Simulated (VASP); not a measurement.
Consider the following.

```
CELL_PARAMETERS angstrom
      1.75816     1.01507     3.00908
     -1.75816     1.01507     3.00908
      0.00000    -2.03015     3.00908
ATOMIC_POSITIONS crystal
  Pb 0.76240 0.76240 0.76240
  O  0.23760 0.23760 0.23760
```

The numbers are results of PBE GGA, VASP's PBE PAW potentials (set 64) (plane waves; VASP), not measurements. Numerical set-up: 400 eV cut-off, 9×9×9 Γ-centred mesh, Gaussian smearing of 0.20 eV, potentials Pb_d O.

At this cut-off the stress carries a Pulay error, which pulls relaxed volumes low.

Task: Estimate the energy per atom (σ→0), pressure, largest force.

Result: 
| Item | Value |
|---|---|
| energy per atom (σ→0) | -5.105 eV/atom |
| pressure | 12.63 GPa |
| largest force | 0.129 eV/Å |

The absolute energy has meaning only against runs of the same code, potentials and settings.

The structure was generated: PbO was put into an ordered model structure, which need not be its known phase. The cell was not relaxed at this level.
